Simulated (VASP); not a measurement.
# Ni3Sn4 with LDA: from relaxation to properties, part 4 of 5

Aim: relax Ni3Sn4, then compute properties on the relaxed cell. The start is a cell from a database of measured crystal structures.

VASP 6.6.1; LDA, spin-polarised from a ferromagnetic start; plane waves and PAW (Ni, Sn_d).

Still holding for the runs below: The k-mesh is coarse for a metal.

So far. Step 5 (Bands along the symmetry lines (LDA)): There is no gap at this level. Step 6 (Total and projected DOS (LDA)): The finer mesh and the other smearing move the Fermi level by +0.02 eV from the 5×4×5 run, a small shift, which tests the Fermi level alone. Of the states within 0.3 eV of the Fermi level, the largest shares in the PAW spheres are Ni d 43 %, Sn p 20 % and Ni p 7 %. The rest lies in smaller channels or between the spheres.

### Step 7. Volume scan with LDA, volume scale 0.94

An equation of state needs energies on both sides of the minimum, all on one mesh and cutoff.

Input file INCAR:

```
SYSTEM = Ni3Sn4
PREC = Accurate
ENCUT = 400
EDIFF = 1E-06
NELM = 100
ISMEAR = 1
SIGMA = 0.2
LREAL = .FALSE.
ALGO = Normal
GGA = CA
NBANDS = 58
ISPIN = 2
MAGMOM = 1 1 1 0 0 0 0
LASPH = .TRUE.
LMAXMIX = 4
LORBIT = 11
LWAVE = .FALSE.
LCHARG = .FALSE.
KPAR = 4
ISIF = 2
```

Input file POSCAR:

```
Ni3Sn4
1.0
    0.0000000000      3.9161313046      0.0000000000
   -1.3170730932      0.0000000000      4.8650201427
    5.8697749680     -1.9580656523     -0.0226915268
Ni Sn
3 4
Direct
    0.0000000000      0.0000000000      0.0000000000
    0.2155004518      0.3361600603      0.4310009037
    0.7844995482      0.6638399397      0.5689990963
    0.1712789825      0.8115491995      0.3425579650
    0.8287210175      0.1884508005      0.6574420350
    0.4278773484      0.6861292510      0.8557546968
    0.5721226516      0.3138707490      0.1442453032
```

Input file KPOINTS:

```
Automatic mesh
0
Gamma
5 4 5
0 0 0
```

PAW data sets: Ni and Sn_d (LDA family, release 64).

Run with:

```console
$ mpirun -np 4 vasp_std
```

The log of the run:

```text
[... set-up lines as in an earlier step ...]
 entering main loop
       N       E                     dE             d eps       ncg     rms          rms(c)
DAV:   1     0.839756173634E+03    0.83976E+03   -0.31954E+04  8064   0.215E+03
DAV:   2     0.104078147850E+03   -0.73568E+03   -0.70727E+03  7656   0.561E+02
DAV:   3    -0.340988456645E+02   -0.13818E+03   -0.13448E+03  7928   0.211E+02
DAV:   4    -0.417371623129E+02   -0.76383E+01   -0.75917E+01  8782   0.573E+01
DAV:   5    -0.419477103919E+02   -0.21055E+00   -0.21048E+00 10312   0.891E+00    0.188E+01
DAV:   6    -0.456293787130E+02   -0.36817E+01   -0.35485E+01  9348   0.625E+01    0.213E+01
DAV:   7    -0.396060365401E+02    0.60233E+01   -0.14318E+01  8768   0.469E+01    0.401E+00
DAV:   8    -0.396289291347E+02   -0.22893E-01   -0.16099E+00  9454   0.101E+01    0.362E+00
DAV:   9    -0.396180752043E+02    0.10854E-01   -0.76346E-01  8490   0.136E+01    0.315E+00
DAV:  10    -0.395212799490E+02    0.96795E-01   -0.29202E-01  8860   0.872E+00    0.522E-01
DAV:  11    -0.395230072186E+02   -0.17273E-02   -0.41277E-02  8886   0.124E+00    0.272E-01
DAV:  12    -0.395221210765E+02    0.88614E-03   -0.38858E-03 11858   0.609E-01    0.160E-01
DAV:  13    -0.395219414100E+02    0.17967E-03   -0.67432E-04  9408   0.195E-01    0.913E-02
DAV:  14    -0.395218880480E+02    0.53362E-04   -0.11869E-04  9950   0.112E-01    0.353E-02
DAV:  15    -0.395218886497E+02   -0.60160E-06   -0.23533E-05  8286   0.489E-02    0.104E-02
DAV:  16    -0.395218878296E+02    0.82006E-06   -0.28912E-06  6488   0.194E-02
   1 F= -.39521888E+02 E0= -.39518713E+02  d E =-.952328E-02  mag=     0.0001
```

The job ended after 40 s (4 MPI ranks of Intel Xeon 6975P-C (Granite Rapids), shared host; peak memory 1.2 GiB; 2.5 min of CPU time).

From OUTCAR (step 7):

```text
   ENCUT  =  400.0 eV  29.40 Ry    5.42 a.u.   6.39  8.22 10.09*2*pi/ulx,y,z

   NELECT =      86.0000    total number of electrons

 E-fermi :  11.1360

 spin component 1
 k-point     1 :       0.0000    0.0000    0.0000
  band No.  band energies     occupation
    ...
     39       9.5105      1.00000
     40       9.6862      1.00000
     41      10.2131      1.00000
     42      10.7978      1.01894
     43      10.8643      1.03317
     44      11.6906     -0.00031
     45      12.2768     -0.00000
     46      13.3490     -0.00000
     47      15.7383      0.00000
     48      15.7477      0.00000
    ...

 k-point     2 :       0.2000    0.0000   -0.0000
  band No.  band energies     occupation
    ...
     40       9.5864      1.00000
     41       9.9620      1.00000
     42      10.1669      1.00000
     43      10.3120      1.00000
     44      10.9840      0.97918
     45      13.1562     -0.00000
     46      13.5705     -0.00000
     47      14.5086     -0.00000
     48      15.3968      0.00000
     49      15.9709      0.00000
    ...

  Total        6.4674500      6.3382951      6.3574774      0.0000000      0.0000000     -0.4094654
  in kB       92.7545197     90.9022131     91.1773202      0.0000000      0.0000000     -5.8724481
  external PRESSURE =      91.6113510 kB  Pullay stress =       0.0000000 kB

 POSITION                                       TOTAL-FORCE (eV/Angst)
 -----------------------------------------------------------------------------------
      0.00000      0.00000      0.00000        -0.000000      0.000000     -0.000000
      2.08713     -0.00000      1.62565         0.016782      0.000000     -0.036089
      2.46557      1.95807      3.21668        -0.016782     -0.000000      0.036089
      0.94187      0.00000      3.94043        -0.068630      0.000000     -0.081685
      3.61083      1.95807      0.90190         0.068630     -0.000000      0.081685
      4.11941      0.00000      3.31861         0.144930      0.000000     -0.046065
      0.43330      1.95807      1.52371        -0.144930     -0.000000      0.046065
 -----------------------------------------------------------------------------------
    total drift:                                0.000000      0.000000      0.000000

  FREE ENERGIE OF THE ION-ELECTRON SYSTEM (eV)
  ---------------------------------------------------
  free  energy   TOTEN  =       -39.5218878296 eV

  energy  without entropy=      -39.5123645543  energy(sigma->0) =      -39.51871340

[... 3 parts as in an earlier step ...]

[... 19 further parts left out ...]
```

The scan keeps the cell's shape and the fractional positions fixed.

This step gave:

```
SCF cycles              : 16
bands                   : 58
irreducible k-points    : 33
free energy (TOTEN)     : -39.52 eV
energy at zero smearing : -39.52 eV
Fermi energy            : 11.14 eV
pressure                : 9.161 GPa
```

Force by atom:

```
atom  x (eV/Å)  y (eV/Å)  z (eV/Å)   size
 Ni1     0.000     0.000     0.000  0.000
 Ni2     0.017     0.000    -0.036  0.040
 Ni3    -0.017     0.000     0.036  0.040
 Sn4    -0.069     0.000    -0.082  0.107
 Sn5     0.069     0.000     0.082  0.107
 Sn6     0.145     0.000    -0.046  0.152
 Sn7    -0.145     0.000     0.046  0.152
```

The pressure here is 9.16 GPa.

### Step 8. Volume scan with LDA, volume scale 0.96

INCAR is that of step 7.

Changes to POSCAR since step 7:

```diff
@@ -2,5 +2,5 @@
 1.0
-    0.0000000000      3.9161313046      0.0000000000
-   -1.3170730932      0.0000000000      4.8650201427
-    5.8697749680     -1.9580656523     -0.0226915268
+    0.0000000000      3.9437106027      0.0000000000
+   -1.3263485615      0.0000000000      4.8992819767
+    5.9111127734     -1.9718553013     -0.0228513316
 Ni Sn
```

KPOINTS is that of step 7.

Run with:

```console
$ mpirun -np 4 vasp_std
```

The log of the run:

```text
[... set-up lines as in an earlier step ...]
 entering main loop
       N       E                     dE             d eps       ncg     rms          rms(c)
DAV:   1     0.830257431829E+03    0.83026E+03   -0.31979E+04  7906   0.214E+03
DAV:   2     0.100157464518E+03   -0.73010E+03   -0.70281E+03  7656   0.552E+02
DAV:   3    -0.345238106023E+02   -0.13468E+03   -0.13106E+03  7908   0.209E+02
DAV:   4    -0.418555437974E+02   -0.73317E+01   -0.72810E+01  8808   0.562E+01
DAV:   5    -0.420596879956E+02   -0.20414E+00   -0.20408E+00 10330   0.870E+00    0.185E+01
DAV:   6    -0.461255201423E+02   -0.40658E+01   -0.36923E+01  9296   0.634E+01    0.220E+01
DAV:   7    -0.397145557807E+02    0.64110E+01   -0.14749E+01  8768   0.471E+01    0.383E+00
DAV:   8    -0.397443504601E+02   -0.29795E-01   -0.17129E+00  9532   0.102E+01    0.367E+00
DAV:   9    -0.397366384112E+02    0.77120E-02   -0.78681E-01  8496   0.135E+01    0.327E+00
DAV:  10    -0.396354259946E+02    0.10121E+00   -0.31545E-01  8688   0.905E+00    0.543E-01
DAV:  11    -0.396370830749E+02   -0.16571E-02   -0.41942E-02  8742   0.126E+00    0.277E-01
DAV:  12    -0.396361523611E+02    0.93071E-03   -0.35667E-03 12136   0.579E-01    0.156E-01
DAV:  13    -0.396359881505E+02    0.16421E-03   -0.62992E-04  9030   0.182E-01    0.924E-02
DAV:  14    -0.396359317149E+02    0.56436E-04   -0.11748E-04  9944   0.116E-01    0.365E-02
DAV:  15    -0.396359335727E+02   -0.18578E-05   -0.23048E-05  8196   0.406E-02    0.118E-02
DAV:  16    -0.396359327637E+02    0.80904E-06   -0.20304E-06  6106   0.147E-02
   1 F= -.39635933E+02 E0= -.39632672E+02  d E =-.978368E-02  mag=     0.0001
```

Run time: 40 s. Hardware: 4 MPI ranks; peak memory 1.2 GiB.

Parts of OUTCAR (step 8):

```text
   ENCUT  =  400.0 eV  29.40 Ry    5.42 a.u.   6.43  8.28 10.16*2*pi/ulx,y,z

   NELECT =      86.0000    total number of electrons

 E-fermi :  10.8027

 spin component 1
 k-point     1 :       0.0000    0.0000    0.0000
  band No.  band energies     occupation
    ...
     39       9.2225      1.00000
     40       9.3952      1.00000
     41       9.9095      1.00000
     42      10.4712      1.02042
     43      10.5489      1.03517
     44      11.3619     -0.00028
     45      11.8769     -0.00000
     46      12.9408     -0.00000
     47      15.3506      0.00000
     48      15.3534      0.00000
    ...

 k-point     2 :       0.2000    0.0000   -0.0000
  band No.  band energies     occupation
    ...
     40       9.2947      1.00000
     41       9.6663      1.00000
     42       9.8656      1.00000
     43      10.0093      1.00000
     44      10.6549      0.97280
     45      12.7539     -0.00000
     46      13.1633     -0.00000
     47      14.1061     -0.00000
     48      14.9914      0.00000
     49      15.5466      0.00000
    ...

  Total        4.1427833      4.0642240      4.0793949      0.0000000      0.0000000     -0.2617689
  in kB       58.1769349     57.0737306     57.2867742      0.0000000      0.0000000     -3.6760103
  external PRESSURE =      57.5124799 kB  Pullay stress =       0.0000000 kB

 POSITION                                       TOTAL-FORCE (eV/Angst)
 -----------------------------------------------------------------------------------
      0.00000      0.00000      0.00000         0.000000      0.000000      0.000000
      2.10183     -0.00000      1.63709         0.013137      0.000000     -0.022875
      2.48293      1.97186      3.23934        -0.013137     -0.000000      0.022875
      0.94850      0.00000      3.96818        -0.043988     -0.000000     -0.051446
      3.63626      1.97186      0.90825         0.043988      0.000000      0.051446
      4.14842      0.00000      3.34199         0.090723      0.000000     -0.028071
      0.43635      1.97186      1.53445        -0.090723     -0.000000      0.028071
 -----------------------------------------------------------------------------------
    total drift:                                0.000000     -0.000000      0.000000

  FREE ENERGIE OF THE ION-ELECTRON SYSTEM (eV)
  ---------------------------------------------------
  free  energy   TOTEN  =       -39.6359327637 eV

  energy  without entropy=      -39.6261490819  energy(sigma->0) =      -39.63267154

 magnetization (x)
# of ion       s       p       d       tot
------------------------------------------
    1        0.000  -0.000  -0.000  -0.000
    2        0.000  -0.000  -0.000  -0.000
    3        0.000  -0.000  -0.000  -0.000
    4       -0.000  -0.000  -0.000  -0.000
    5       -0.000  -0.000  -0.000  -0.000
    6       -0.000  -0.000  -0.000  -0.000
    7       -0.000  -0.000  -0.000  -0.000
--------------------------------------------------
tot         -0.000  -0.000  -0.000  -0.000

[... 3 parts as in an earlier step ...]

[... 17 further parts left out ...]
```

Numbers from this step:

```yaml
free_energy_toten: -39.64 eV
energy_at_zero_smearing: -39.63 eV
fermi_energy: 10.80 eV
pressure: 5.751 GPa
```

Force by atom:

```
atom  x (eV/Å)  y (eV/Å)  z (eV/Å)    size
 Ni1    0.0000    0.0000    0.0000  0.0000
 Ni2    0.0131    0.0000   -0.0229  0.0264
 Ni3   -0.0131    0.0000    0.0229  0.0264
 Sn4   -0.0440    0.0000   -0.0514  0.0677
 Sn5    0.0440    0.0000    0.0514  0.0677
 Sn6    0.0907    0.0000   -0.0281  0.0950
 Sn7   -0.0907    0.0000    0.0281  0.0950
```

The pressure falls from 9.16 to 5.75 GPa.

The run ends at a pressure of 5.75 GPa, with forces up to 0.095 eV/Å.

### Step 9. Volume scan with LDA, volume scale 0.98

INCAR is that of step 8.

Changes to POSCAR since step 8:

```diff
@@ -2,5 +2,5 @@
 1.0
-    0.0000000000      3.9437106027      0.0000000000
-   -1.3263485615      0.0000000000      4.8992819767
-    5.9111127734     -1.9718553013     -0.0228513316
+    0.0000000000      3.9709094663      0.0000000000
+   -1.3354960820      0.0000000000      4.9330711960
+    5.9518803566     -1.9854547332     -0.0230089319
 Ni Sn
```

KPOINTS is that of step 8.

Run with:

```console
$ mpirun -np 4 vasp_std
```

The log of the run:

```text
[... set-up lines as in an earlier step ...]
 entering main loop
       N       E                     dE             d eps       ncg     rms          rms(c)
DAV:   1     0.837519695878E+03    0.83752E+03   -0.31984E+04  7954   0.212E+03
DAV:   2     0.102881800715E+03   -0.73464E+03   -0.70702E+03  7656   0.558E+02
DAV:   3    -0.342675152812E+02   -0.13715E+03   -0.13330E+03  7884   0.209E+02
DAV:   4    -0.419074855653E+02   -0.76400E+01   -0.75846E+01  8750   0.568E+01
[...]
DAV:  15    -0.397019335108E+02   -0.28030E-05   -0.23757E-05  8742   0.367E-02    0.146E-02
DAV:  16    -0.397019324888E+02    0.10219E-05   -0.16441E-06  5720   0.137E-02    0.763E-03
DAV:  17    -0.397019322996E+02    0.18918E-06   -0.10032E-06  4358   0.985E-03
   1 F= -.39701932E+02 E0= -.39698638E+02  d E =-.988288E-02  mag=     0.0001
```

Run time: 43 s. Hardware: 4 MPI ranks; peak memory 1.3 GiB; 2.8 min of CPU time.

Parts of OUTCAR (step 9):

```text
  Total        2.0134614      1.9774305      1.9909859     -0.0000000     -0.0000000     -0.1274456
  in kB       27.6979160     27.2022618     27.3887339     -0.0000000     -0.0000000     -1.7531890
  external PRESSURE =      27.4296372 kB  Pullay stress =       0.0000000 kB

 POSITION                                       TOTAL-FORCE (eV/Angst)
 -----------------------------------------------------------------------------------
      0.00000      0.00000      0.00000         0.000000      0.000000      0.000000
      2.11633     -0.00000      1.64838         0.009858     -0.000000     -0.011375
      2.50006      1.98545      3.26168        -0.009858      0.000000      0.011375
      0.95504     -0.00000      3.99555        -0.021499      0.000000     -0.024099
      3.66134      1.98545      0.91451         0.021499     -0.000000      0.024099
      4.17703     -0.00000      3.36503         0.040396     -0.000000     -0.011535
      0.43936      1.98545      1.54503        -0.040396      0.000000      0.011535
 -----------------------------------------------------------------------------------
    total drift:                                0.000000      0.000000      0.000000

  FREE ENERGIE OF THE ION-ELECTRON SYSTEM (eV)
  ---------------------------------------------------
  free  energy   TOTEN  =       -39.7019322996 eV

  energy  without entropy=      -39.6920494246  energy(sigma->0) =      -39.69863801

[... 2 parts as in an earlier step ...]

[... 2 further parts left out ...]
[key lines of the parts left out:]
E-fermi :  10.4836
```

The pressure falls from 5.75 to 2.74 GPa.

The run ends at a pressure of 2.74 GPa, with forces up to 0.042 eV/Å.

### Step 10. Volume scan with LDA, volume scale 1

INCAR is that of step 9.

Changes to POSCAR since step 9:

```diff
@@ -2,5 +2,5 @@
 1.0
-    0.0000000000      3.9709094663      0.0000000000
-   -1.3354960820      0.0000000000      4.9330711960
-    5.9518803566     -1.9854547332     -0.0230089319
+    0.0000000000      3.9977407496      0.0000000000
+   -1.3445199779      0.0000000000      4.9664037693
+    5.9920969844     -1.9988703748     -0.0231644024
 Ni Sn
```

KPOINTS is that of step 9.

Run with:

```console
$ mpirun -np 4 vasp_std
```

The log of the run:

```text
[... set-up lines as in an earlier step ...]
 entering main loop
       N       E                     dE             d eps       ncg     rms          rms(c)
[... 17 cycles as in an earlier step ...]
   1 F= -.39725088E+02 E0= -.39721815E+02  d E =-.981720E-02  mag=     0.0001
```

The job ended after 45 s (4 MPI ranks; peak memory 1.3 GiB; 2.9 min of CPU time).

OUTCAR, selected parts (step 10):

```text
[... 7 parts as in an earlier step ...]

[... 1 further part left out ...]
[key lines of the parts left out:]
E-fermi :  10.1776
```

The pressure falls from 2.74 to 0.04 GPa.

The run ends at a pressure of 0.04 GPa, with forces up to 0.0076 eV/Å.

### Step 11. Volume scan with LDA, volume scale 1.02

INCAR is that of step 10.

Changes to POSCAR since step 10:

```diff
@@ -2,5 +2,5 @@
 1.0
-    0.0000000000      3.9977407496      0.0000000000
-   -1.3445199779      0.0000000000      4.9664037693
-    5.9920969844     -1.9988703748     -0.0231644024
+    0.0000000000      4.0242166255      0.0000000000
+   -1.3534243432      0.0000000000      4.9992948190
+    6.0317809024     -2.0121083127     -0.0233178135
 Ni Sn
```

KPOINTS is that of step 10.

Run with:

```console
$ mpirun -np 4 vasp_std
```

The log of the run:

```text
[... set-up lines as in an earlier step ...]
 entering main loop
       N       E                     dE             d eps       ncg     rms          rms(c)
DAV:   1     0.831904208873E+03    0.83190E+03   -0.32211E+04  7954   0.210E+03
DAV:   2     0.101411213615E+03   -0.73049E+03   -0.70326E+03  7656   0.552E+02
DAV:   3    -0.343682171142E+02   -0.13578E+03   -0.13198E+03  7976   0.208E+02
DAV:   4    -0.419060747503E+02   -0.75379E+01   -0.74889E+01  8730   0.560E+01
[...]
DAV:  15    -0.397103490741E+02   -0.25335E-05   -0.18665E-05  8816   0.272E-02    0.164E-02
DAV:  16    -0.397103479128E+02    0.11613E-05   -0.21397E-06  5880   0.155E-02    0.745E-03
DAV:  17    -0.397103477162E+02    0.19661E-06   -0.10219E-06  4460   0.803E-03
   1 F= -.39710348E+02 E0= -.39707149E+02  d E =-.959471E-02  mag=     0.0001
```

Run time: 45 s. Hardware: 4 MPI ranks; peak memory 1.3 GiB.

From OUTCAR (step 11):

```text
  Total       -1.8178284     -1.7914851     -1.7678571     -0.0000000     -0.0000000      0.1084578
  in kB      -24.0260601    -23.6778842    -23.3655945     -0.0000000     -0.0000000      1.4334760
  external PRESSURE =     -23.6898463 kB  Pullay stress =       0.0000000 kB

 POSITION                                       TOTAL-FORCE (eV/Angst)
 -----------------------------------------------------------------------------------
      0.00000      0.00000      0.00000         0.000000      0.000000     -0.000000
      2.14474     -0.00000      1.67051         0.005786      0.000000      0.007188
      2.53362      2.01211      3.30546        -0.005786     -0.000000     -0.007188
      0.96786      0.00000      4.04919         0.018244      0.000000      0.023173
      3.71049      2.01211      0.92679        -0.018244     -0.000000     -0.023173
      4.23310      0.00000      3.41021        -0.049443     -0.000000      0.019145
      0.44526      2.01211      1.56577         0.049443      0.000000     -0.019145
 -----------------------------------------------------------------------------------
    total drift:                                0.000000     -0.000000      0.000000

  FREE ENERGIE OF THE ION-ELECTRON SYSTEM (eV)
  ---------------------------------------------------
  free  energy   TOTEN  =       -39.7103477162 eV

  energy  without entropy=      -39.7007530107  energy(sigma->0) =      -39.70714948

 magnetization (x)
# of ion       s       p       d       tot
------------------------------------------
    1        0.000   0.000  -0.000   0.000
    2        0.000  -0.000   0.000   0.000
    3        0.000  -0.000   0.000   0.000
    4       -0.000  -0.000  -0.000  -0.000
    5       -0.000  -0.000  -0.000  -0.000
    6       -0.000  -0.000  -0.000  -0.000
    7       -0.000  -0.000  -0.000  -0.000
--------------------------------------------------
tot         -0.000  -0.000  -0.000  -0.000

[... 1 part as in an earlier step ...]

[... 2 further parts left out ...]
[key lines of the parts left out:]
E-fermi :   9.8841
```

The pressure falls from 0.04 to -2.37 GPa.

The run ends at a pressure of -2.37 GPa, with forces up to 0.053 eV/Å.

(Continued in part 5 of 5.)

[Lines on the potential files, build, host, timing and source positions are cut from VASP's logs without a mark.]

[Logs are printed without paths, hosts, clocks, repeated set-up lines and the standing remarks that a program may print on its own settings, such as how far it seeks lower states.]

[Hosts, paths, dates, database ids (printed as entryN), source tags and the programs' standing remarks are cut or masked in the printed files.]

[A measured line is paired with the nearest computed mode of its activity, which favours agreement.]
